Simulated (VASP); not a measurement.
A run of VASP 6.6.1 is set up as follows.

Contents of INCAR:

```
PREC = Accurate
ENCUT = 520
EDIFF = 1E-6
ISMEAR = 0
SIGMA = 0.03
LREAL = F
LASPH = T
NELM = 120
ALGO = Normal
ISIF = 3
LWAVE = F
LCHARG = F
GGA = PE
IBRION = 2
NSW = 90
EDIFFG = -0.01
KPAR = 8
```

KPOINTS

```
Automatic mesh
0
Gamma
  8 8 8
```

The input POSCAR:

```
Be3CdO4
1.0
   -2.1300000000      2.1300000000      3.9760000000
    2.1300000000     -2.1300000000      3.9760000000
    2.1300000000      2.1300000000     -3.9760000000
Be Cd O
3 1 4
Direct
    0.2500000000      0.7500000000      0.5000000000
    0.7500000000      0.2500000000      0.5000000000
    0.5000000000      0.5000000000      0.0000000000
    0.0000000000      0.0000000000      0.0000000000
    0.4412391000      0.8487508400      0.0000000000
    0.8487508400      0.4412391000      0.0000000000
    0.1512491600      0.1512491600      0.5924882600
    0.5587609000      0.5587609000      0.4075117400
```

Potentials or basis: VASP PAW PBE potentials, release 64 (Be, Cd, O).

The run is started by

```sh
$ cat potpaw_PBE.64/Be/POTCAR potpaw_PBE.64/Cd/POTCAR potpaw_PBE.64/O/POTCAR > POTCAR
$ mpirun -np 8 vasp_std > vasp.out
```

What does it give for the space group after relaxing (to 0.05 Å)?

I-42m (No. 121).

What does it give for the relaxed volume?

9.00 Å³/atom.

Forces on the atoms (eV/Å):
```
Be   0.000  0.000  0.000
Be   0.000  0.000  0.000
Be   0.000  0.000  0.000
Cd   0.000  0.000  0.000
O   -0.004  0.004  0.007
O    0.004 -0.004  0.007
O    0.004  0.004 -0.007
O   -0.004 -0.004 -0.007
```
